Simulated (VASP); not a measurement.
```
CELL_PARAMETERS angstrom
      0.00000     2.53669     2.53669
      2.53669     0.00000     2.53669
      2.53669     2.53669     0.00000
ATOMIC_POSITIONS crystal
  Pb 0.00000 0.00000 0.00000
```

Calculation: revPBE GGA, VASP's PBE PAW potentials (set 64) (plane waves; VASP). Run with 520 eV cut-off, Gaussian smearing of 0.050 eV, potentials Pb_d.

Unless said otherwise, spin-orbit coupling is left out, though it shifts the bands of the heavy elements here.

### Question
What does the run give for the band gap (along the path) with the smallest direct gap where there is one?

### Answer

| Quantity | Result |
|---|---|
| band gap (along the path) | none (metal, semimetal or under 0.01 eV) |

Total energies compare only between runs with the same potentials, cut-off and functional.

The compound is Pb in the fcc structure. It was relaxed first, which changed the volume by +8 %.
